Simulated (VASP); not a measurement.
```
KCl3Ge
1.0
    3.62569    -3.61211     0.08933
    3.62569     3.61211     0.08933
    0.01108     0.00000     5.14356
K Ge Cl
1 1 3
Direct
  0.98919   0.98919   0.93468
  0.49237   0.49237   0.52958
  0.01301   0.50076   0.54523
  0.50076   0.01301   0.54523
  0.49706   0.49706   0.00893
```

These are LDA (Ceperley-Alder, Perdew-Zunger), VASP's LDA PAW potentials (set 64) (plane waves; VASP) values and carry that method's errors. Numerical set-up: 400 eV cut-off, Gaussian smearing of 0.050 eV, potentials K_sv Ge_d Cl.

Task: Give the energies of bands 14 to 25 at the high-symmetry points, in eV from the valence-band maximum.

Result: 
```
band      Γ      C     Y2     M2      D      A     V2
----  -----  -----  -----  -----  -----  -----  -----
14    -6.39  -5.87  -5.87  -4.83  -4.83  -6.24  -6.23
15    -6.35  -4.96  -4.96  -4.73  -4.73  -6.21  -6.07
16    -6.05  -4.06  -4.06  -4.72  -4.72  -4.47  -4.45
17    -3.54  -4.03  -4.02  -3.94  -3.95  -3.81  -3.97
18    -3.54  -3.94  -3.94  -3.83  -3.83  -3.71  -3.88
19    -3.49  -3.73  -3.73  -2.90  -2.91  -3.63  -3.52
20    -3.36  -3.71  -3.71  -2.79  -2.79  -3.51  -3.44
21    -3.30  -2.92  -2.92  -2.78  -2.78  -3.48  -3.34
22    -3.24  -0.91  -0.90   0.00  -0.02  -2.04  -2.13
23     2.16   1.43   1.43   0.84   0.84   1.90   1.95
24     4.23   1.44   1.43   0.84   0.85   4.02   3.92
25     4.30   4.75   4.74   1.16   1.18   4.51   4.20
```

The gap is indirect, 0.84 eV, from the valence maximum at M2 to the conduction minimum at D.

The structure comes from a computed database's KGeCl3 entry (Cm); how it stands against other phases isn't given here. It was relaxed first, which changed the volume by -12 %.
